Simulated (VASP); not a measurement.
A run of VASP 6.6.1:

The input INCAR:

```
ALGO = Normal
EDIFF = 1E-7
ENCUT = 520
GGA = PE
ISIF = 2
ISMEAR = -1
LASPH = True
LCHARG = False
LREAL = False
LWAVE = False
NBANDS = 26
NELM = 60
PREC = Accurate
SIGMA = 0.05
```

File KPOINTS:

```
k-points
0
Gamma
  6 6 6
```

File POSCAR:

```
Rb3Sr
1.0
   -3.4117710000      3.4117710000      6.9324600000
    3.4117710000     -3.4117710000      6.9324600000
    3.4117710000      3.4117710000     -6.9324600000
Sr Rb
1 3
Direct
    0.0000000000      0.0000000000      0.0000000000
    0.5000000000      0.5000000000      0.0000000000
    0.2500000000      0.7500000000      0.5000000000
    0.7500000000      0.2500000000      0.5000000000
```

Potentials or basis: VASP PAW PBE potentials, release 64 (Sr_sv, Rb_sv).

Run with:

```sh
$ cat potpaw_PBE.64/Sr_sv/POTCAR potpaw_PBE.64/Rb_sv/POTCAR > POTCAR
$ mpirun -np 1 vasp_std > vasp.out
```

Hardware: 1 thread of Intel(R) Xeon(R) Platinum 8488C (Sapphire Rapids), with other jobs on the host.

How long does it take, and how much memory?

It took 3.4 min on 1 thread of Intel(R) Xeon(R) Platinum 8488C (Sapphire Rapids), on a shared host, peak memory 0.69 GiB. Counts: scf iterations 13, k points 30.
